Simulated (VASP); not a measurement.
Given:

```
Re
1.0
    1.38000    -2.39023     0.00000
    1.38000     2.39023     0.00000
    0.00000     0.00000     4.46000
Re
2
Cartesian
  1.38000   0.79674   1.11500
  1.38000  -0.79674   3.34500
```

Computed with PW91 GGA, VASP's PBE PAW potentials (set 64) (plane waves; VASP). Settings: 520 eV cut-off, 14×14×8 Γ-centred mesh, first-order Methfessel-Paxton smearing of 0.10 eV, potentials Re.

Energy and stress use the plane-wave basis of the starting cell.

Question: The ions, cell shape and volume are relaxed. Predict the relaxed structure.

Answer: 
```
Re
1.0
    1.39036    -2.40818     0.00000
    1.39036     2.40818     0.00000
    0.00000     0.00000     4.49744
Re
2
Direct
  0.33333   0.66667   0.25000
  0.66667   0.33333   0.75000
```
Space group P6_3/mmc (194), at a tolerance of 0.03 Å.

Question: How do energy and volume change from the first to the last step?

Answer: The energy (σ→0) changes by -9.7 meV/atom and the volume by +2.4 %, in 7 ionic steps.

The compound is Re in the hcp structure. This run relaxes it. Symmetry was kept, so distortions that lower it aren't found.
